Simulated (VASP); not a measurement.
# ScIr2: Sc into a neighbouring Sc vacancy

How hard is this move in ScIr2: Sc into a neighbouring Sc vacancy? Both ends are relaxed first, then a band of images between them. The start is a cell from a database of measured crystal structures.

Program: VASP 6.6.1. Level of theory: PBEsol; plane waves and PAW (Ir, Sc_sv). Results are calculated unless marked as measured.

## 1. The host crystal

The structure is cubic, space group Fd-3m (No. 227). Conventional cell: a = 7.348 Å, b = 7.348 Å, c = 7.348 Å, α = 90.00°, β = 90.00°, γ = 90.00°. Ir has 6 Ir at 2.60 Å and 6 Sc at 3.05 Å nearest. Sc has 12 Ir at 3.05 Å and 4 Sc at 3.18 Å nearest. Farther neighbours are not listed.

## 2. Relax the host

The later steps need the crystal at this functional's own lattice; a raised cutoff keeps the stress reliable while the cell changes.

INCAR reads:

```
SYSTEM = ScIr2
PREC = Accurate
ENCUT = 350
EDIFF = 1E-06
NELM = 120
ISMEAR = 0
SIGMA = 0.1
LREAL = .FALSE.
ALGO = Normal
GGA = PS
NBANDS = 35
LORBIT = 11
LWAVE = .FALSE.
LCHARG = .FALSE.
KPAR = 3
IBRION = 2
NSW = 40
ISIF = 3
EDIFFG = -0.02
POTIM = 0.4
```

POSCAR reads:

```
ScIr2
1.0
    0.0000000000      3.6740000000      3.6740000000
    3.6740000000      0.0000000000      3.6740000000
    3.6740000000      3.6740000000      0.0000000000
Ir Sc
4 2
Direct
    0.1250000000      0.6250000000      0.1250000000
    0.1250000000      0.1250000000      0.6250000000
    0.6250000000      0.1250000000      0.1250000000
    0.1250000000      0.1250000000      0.1250000000
    0.7500000000      0.7500000000      0.7500000000
    0.5000000000      0.5000000000      0.5000000000
```

KPOINTS reads:

```
Automatic mesh
0
Gamma
5 5 5
0 0 0
```

The projector-augmented-wave data sets are Ir and Sc_sv (PBE family, release 64).

Run with:

```bash
$ mpirun -np 3 vasp_std
```

The log of the run:

```text
[banner, memory and clock lines left out]
running    3 mpi-ranks, on    1 nodes
 distrk:  each k-point on    1 cores,    3 groups
 distr:  one band on    1 cores,    1 groups

 POSCAR found type information on POSCAR IrSc
 POSCAR found :  2 types and       6 ions
|                                                                             |
|               ----> ADVICE to this user running VASP <----                  |
|                                                                             |
|     You enforced a specific xc type in the INCAR file but a different       |
|     [... a line on the potential file left out ...]
|     I HOPE YOU KNOW WHAT YOU ARE DOING!                                     |
|                                                                             |

 LDA part: xc-table for (Slater+PW92), standard interpolation
 POSCAR, INCAR and KPOINTS ok, starting setup
 FFT: planning ... GRIDC
 FFT: planning ... GRID_SOFT
 FFT: planning ... GRID
 WAVECAR not read
 entering main loop
       N       E                     dE             d eps       ncg     rms          rms(c)
DAV:   1     0.665680590940E+03    0.66568E+03   -0.21078E+04   732   0.129E+03
DAV:   2     0.177311749630E+02   -0.64795E+03   -0.63846E+03   708   0.539E+02
DAV:   3    -0.551658238910E+02   -0.72897E+02   -0.70094E+02  1160   0.164E+02
DAV:   4    -0.610517565488E+02   -0.58859E+01   -0.56741E+01  1152   0.521E+01
DAV:   5    -0.612513090987E+02   -0.19955E+00   -0.19404E+00  1096   0.813E+00    0.290E+01
DAV:   6    -0.576207852137E+02    0.36305E+01   -0.67305E+00  1069   0.250E+01    0.116E+01
DAV:   7    -0.569447011569E+02    0.67608E+00   -0.29181E+00   992   0.139E+01    0.191E+00
DAV:   8    -0.569014372768E+02    0.43264E-01   -0.46623E-01  1160   0.552E+00    0.142E+00
DAV:   9    -0.568797011564E+02    0.21736E-01   -0.11962E-01  1128   0.343E+00    0.555E-01
DAV:  10    -0.568759749195E+02    0.37262E-02   -0.25638E-02  1224   0.131E+00    0.103E-01
DAV:  11    -0.568757922227E+02    0.18270E-03   -0.10814E-03  1176   0.296E-01    0.431E-02
DAV:  12    -0.568758029813E+02   -0.10759E-04   -0.12375E-04  1104   0.590E-02    0.144E-02
DAV:  13    -0.568758021972E+02    0.78410E-06   -0.15626E-05  1072   0.356E-02    0.730E-03
DAV:  14    -0.568758013177E+02    0.87958E-06   -0.50019E-07   488   0.860E-03
   1 F= -.56875801E+02 E0= -.56866785E+02  d E =-.568758E+02
 curvature:   0.00 expect dE= 0.000E+00 dE for cont linesearch  0.000E+00
 trial: gam= 0.00000 g(F)=  0.291E-47 g(S)=  0.281E-01 ort = 0.000E+00 (trialstep = 0.100E+01)
 search vector abs. value=  0.281E-01
 bond charge predicted
       N       E                     dE             d eps       ncg     rms          rms(c)
DAV:   1    -0.570877040228E+02   -0.21190E+00   -0.73170E+00   714   0.273E+01    0.427E+00
DAV:   2    -0.569184907158E+02    0.16921E+00   -0.76446E-01   953   0.912E+00    0.161E+00
DAV:   3    -0.568775241448E+02    0.40967E-01   -0.22886E-01  1076   0.472E+00    0.694E-01
DAV:   4    -0.568637512104E+02    0.13773E-01   -0.64420E-02  1020   0.181E+00    0.311E-01
DAV:   5    -0.568636731197E+02    0.78091E-04   -0.44212E-03  1136   0.664E-01    0.151E-01
DAV:   6    -0.568637151550E+02   -0.42035E-04   -0.38812E-04   932   0.111E-01    0.210E-02
DAV:   7    -0.568637141758E+02    0.97926E-06   -0.39750E-05  1088   0.480E-02    0.130E-02
DAV:   8    -0.568637137548E+02    0.42096E-06   -0.19173E-06   597   0.108E-02
   2 F= -.56863714E+02 E0= -.56854796E+02  d E =0.120876E-01
 trial-energy change:    0.012088  1 .order    0.012690   -0.028051    0.053432
 step:   0.3544(harm=  0.3443)  dis= 0.00000  next Energy=   -56.880799 (dE=-0.500E-02)
 bond charge predicted
       N       E                     dE             d eps       ncg     rms          rms(c)
DAV:   1    -0.569739256287E+02   -0.11021E+00   -0.30599E+00   708   0.177E+01    0.243E+00
DAV:   2    -0.569053279738E+02    0.68598E-01   -0.33138E-01   955   0.603E+00    0.121E+00
DAV:   3    -0.568877265289E+02    0.17601E-01   -0.11729E-01  1078   0.325E+00    0.529E-01
DAV:   4    -0.568808332265E+02    0.68933E-02   -0.32433E-02   966   0.129E+00    0.211E-01
DAV:   5    -0.568808813301E+02   -0.48104E-04   -0.26773E-03  1026   0.496E-01    0.952E-02
DAV:   6    -0.568808751625E+02    0.61675E-05   -0.21625E-04  1120   0.105E-01    0.211E-02
DAV:   7    -0.568808765728E+02   -0.14102E-05   -0.10882E-05  1016   0.273E-02    0.955E-03
DAV:   8    -0.568808767750E+02   -0.20229E-06   -0.67994E-07   474   0.769E-03
   3 F= -.56880877E+02 E0= -.56871892E+02  d E =-.507546E-02
 curvature:  -0.17 expect dE=-0.145E-06 dE for cont linesearch -0.145E-06
 trial: gam=-0.00546 g(F)=  0.522E-47 g(S)=  0.845E-06 ort = 0.154E-03 (trialstep = 0.871E+00)
 search vector abs. value=  0.125E-09
 reached required accuracy - stopping structural energy minimisation
```

Elapsed: 10 s, on 3 MPI ranks of Intel Xeon 6975P-C (Granite Rapids), shared host; peak memory 0.54 GiB.

Lines that name or quote the potential files are left out of all logs, and their timing lines are given in words.

OUTCAR, selected parts (step 2):

```text
ion  position               nearest neighbor table
   1  0.125  0.625  0.125-   4 2.60   2 2.60   2 2.60   3 2.60   4 2.60   3 2.60   6 3.05   5 3.05
                             5 3.05   6 3.05   5 3.05   6 3.05
   2  0.125  0.125  0.625-   4 2.60   1 2.60   3 2.60   4 2.60   1 2.60   3 2.60   5 3.05   5 3.05
                             6 3.05   6 3.05   5 3.05   6 3.05
   3  0.625  0.125  0.125-   4 2.60   2 2.60   1 2.60   1 2.60   2 2.60   4 2.60   6 3.05   5 3.05
                             6 3.05   5 3.05   6 3.05   5 3.05
   4  0.125  0.125  0.125-   1 2.60   2 2.60   3 2.60   2 2.60   1 2.60   3 2.60   5 3.05   6 3.05
                             5 3.05   6 3.05   5 3.05   6 3.05
   5  0.750  0.750  0.750-   1 3.05   2 3.05   3 3.05   1 3.05   3 3.05   4 3.05   2 3.05   3 3.05
                             4 3.05   1 3.05   2 3.05   4 3.05   6 3.18   6 3.18   6 3.18   6 3.18
   6  0.500  0.500  0.500-   1 3.05   2 3.05   4 3.05   2 3.05   3 3.05   4 3.05   1 3.05   3 3.05
                             4 3.05   1 3.05   2 3.05   3 3.05   5 3.18   5 3.18   5 3.18   5 3.18

  LATTYP: Found a face centered cubic cell.
 ALAT       =     7.3480000000

 Subroutine GETGRP returns: Found 48 space group operations
 (whereof 24 operations were pure point group operations)

The static configuration has the point symmetry T_d .
 The point group associated with its full space group is O_h .

 Found     10 irreducible k-points:

   k-points           NKPTS =     10   k-points in BZ     NKDIM =     10   number of bands    NBANDS=     35

   dimension x,y,z NGX =    32 NGY =   32 NGZ =   32
   dimension x,y,z NGXF=    64 NGYF=   64 NGZF=   64

   ENCUT  =  350.0 eV  25.72 Ry    5.07 a.u.   7.93  7.93  7.93*2*pi/ulx,y,z

   NELECT =      58.0000    total number of electrons

 k-points in reciprocal lattice and weights: Automatic mesh
   0.00000000  0.00000000  0.00000000       0.008
   0.20000000  0.00000000  0.00000000       0.064
   0.40000000  0.00000000  0.00000000       0.064
   0.20000000  0.20000000  0.00000000       0.048
   0.40000000  0.20000000  0.00000000       0.192
  -0.40000000  0.20000000  0.00000000       0.192
  -0.20000000  0.20000000  0.00000000       0.096
   0.40000000  0.40000000  0.00000000       0.048
  -0.40000000  0.40000000  0.00000000       0.096
  -0.40000000  0.40000000  0.20000000       0.192

 average (electrostatic) potential at core
       1 -50.5574       2 -50.5574       3 -50.5574       4 -50.5574       5 -43.3439
       6 -43.3439

 E-fermi :   7.6153

 k-point     1 :       0.0000    0.0000    0.0000
  band No.  band energies     occupation
    ...
     27       7.0580      2.00000
     28       7.0580      2.00000
     29       7.3130      1.99998
     30       7.3130      1.99998
     31       7.3130      1.99998
     32       8.8958      0.00000
     33       9.6790      0.00000
     34       9.6790      0.00000
     35       9.6790      0.00000

 k-point     2 :       0.2000    0.0000    0.0000
  band No.  band energies     occupation
    ...
     25       6.9453      2.00000
     26       6.9453      2.00000
     27       6.9813      2.00000
     28       7.4265      1.99243
     29       7.4265      1.99243
     30       7.9778      0.00000
     31       7.9779      0.00000
     32       8.0110      0.00000
     33       9.3598      0.00000
     34       9.3598      0.00000
    ...

 k-point     3 :       0.4000    0.0000    0.0000
  band No.  band energies     occupation
    ...
     25       6.8453      2.00000
     26       6.8453      2.00000
     27       6.9091      2.00000
     28       7.3511      1.99981
     29       7.3511      1.99981
     30       8.4523      0.00000
     31       8.5243      0.00000
     32       8.5243      0.00000
     33       8.6602      0.00000
     34       8.6602      0.00000
    ...

  Total       -0.0066154     -0.0066154     -0.0066154      0.0000000     -0.0000000      0.0000000
  in kB       -0.1077476     -0.1077476     -0.1077476      0.0000000     -0.0000000      0.0000000
  external PRESSURE =      -0.1077476 kB  Pullay stress =       0.0000000 kB

  energy-cutoff  :      350.00
  volume of cell :       98.37
      direct lattice vectors                 reciprocal lattice vectors
    -0.000000000  3.663901733  3.663901733    -0.136466542  0.136466542  0.136466542
     3.663901733  0.000000000  3.663901733     0.136466542 -0.136466542  0.136466542
     3.663901733  3.663901733  0.000000000     0.136466542  0.136466542 -0.136466542

 POSITION                                       TOTAL-FORCE (eV/Angst)
 -----------------------------------------------------------------------------------
      2.74793      0.91598      2.74793         0.000000      0.000000     -0.000000
      2.74793      2.74793      0.91598         0.000000      0.000000     -0.000000
      0.91598      2.74793      2.74793         0.000000      0.000000     -0.000000
      0.91598      0.91598      0.91598         0.000000      0.000000     -0.000000
      5.49585      5.49585      5.49585        -0.000000     -0.000000     -0.000000
      3.66390      3.66390      3.66390         0.000000      0.000000      0.000000
 -----------------------------------------------------------------------------------
    total drift:                               -0.000000     -0.000000      0.000000

  FREE ENERGIE OF THE ION-ELECTRON SYSTEM (eV)
  ---------------------------------------------------
  free  energy   TOTEN  =       -56.8808767750 eV

  energy  without entropy=      -56.8629074438  energy(sigma->0) =      -56.87189211

 reached required accuracy - stopping structural energy minimisation

 total charge
# of ion       s       p       d       tot
------------------------------------------
    1        0.749   0.694   7.055   8.499
    2        0.749   0.694   7.055   8.499
    3        0.749   0.694   7.055   8.499
    4        0.749   0.694   7.055   8.499
    5        2.202   6.157   1.014   9.373
    6        2.202   6.157   1.014   9.373
--------------------------------------------------
tot          7.400  15.090  30.250  52.741

[... 3 further parts left out ...]
```

CONTCAR:

```
ScIr2
   1.00000000000000
    -0.0000000000000000    3.6639017328275703    3.6639017328275703
     3.6639017328275703    0.0000000000000000    3.6639017328275703
     3.6639017328275703    3.6639017328275703    0.0000000000000000
  Ir              Sc
     4     2
Direct
     0.1250000000000000    0.6250000000000000    0.1250000000000000
     0.1250000000000000    0.1250000000000000    0.6250000000000000
     0.6250000000000000    0.1250000000000000    0.1250000000000000
     0.1250000000000000    0.1250000000000000    0.1250000000000000
     0.7500000000000000    0.7500000000000000    0.7500000000000000
     0.5000000000000000    0.5000000000000000    0.5000000000000000
```

The k-mesh is coarse for a metal. The PAW data sets were made with PBE, which is usual practice but a small mismatch for other functionals. The run keeps the 48 symmetry operations of its start, so it cannot find a distortion of lower symmetry.

Step by step:

```csv
step,energy less that of the first step (eV),largest force (eV/Å),pressure (GPa),volume (Å³)
1,0.0000,0.0000,-1.95,99.19
2,0.0121,0.0000,3.80,96.90
3,-0.0051,0.0000,-0.01,98.37
```

```csv
"conventional cell, symmetrised",before,after,change
a (Å),7.348,7.328,-0.3 %
b (Å),7.348,7.328,-0.3 %
c (Å),7.348,7.328,-0.3 %
volume (Å³/atom),16.53,16.39,-0.8 %
```

Final coordinates:

```cif
data_structure
_symmetry_space_group_name_H-M 'P 1'
_symmetry_Int_Tables_number 1
_cell_length_a 5.1815
_cell_length_b 5.1815
_cell_length_c 5.1815
_cell_angle_alpha 60.000
_cell_angle_beta 60.000
_cell_angle_gamma 60.000
_cell_volume 98.37
loop_
_atom_site_label
_atom_site_type_symbol
_atom_site_fract_x
_atom_site_fract_y
_atom_site_fract_z
_atom_site_occupancy
Ir1 Ir 0.12500 0.62500 0.12500 1
Ir2 Ir 0.12500 0.12500 0.62500 1
Ir3 Ir 0.62500 0.12500 0.12500 1
Ir4 Ir 0.12500 0.12500 0.12500 1
Sc5 Sc 0.75000 0.75000 0.75000 1
Sc6 Sc 0.50000 0.50000 0.50000 1
```

Numbers from this step:

```
electronic cycles       : 30
electrons               : 58
free energy (TOTEN)     : -56.8809 eV
energy at zero smearing : -56.8719 eV
Fermi energy            : 7.615 eV
metallic                : yes
```

The run ended after 3 ionic steps, 0.005 eV below its first step, once forces and stress met EDIFFG = -0.02.

(Continued in part 2 of 4.)

[Lines on the potential files, build, host, timing and source positions are cut from VASP's logs without a mark.]

[Logs are printed without paths, hosts, clocks, repeated set-up lines and the standing remarks that a program may print on its own settings, such as how far it seeks lower states.]

[Hosts, paths, dates, database ids (printed as entryN), source tags and the programs' standing remarks are cut or masked in the printed files.]

[Runs that stopped without an error message from VASP are left out.]
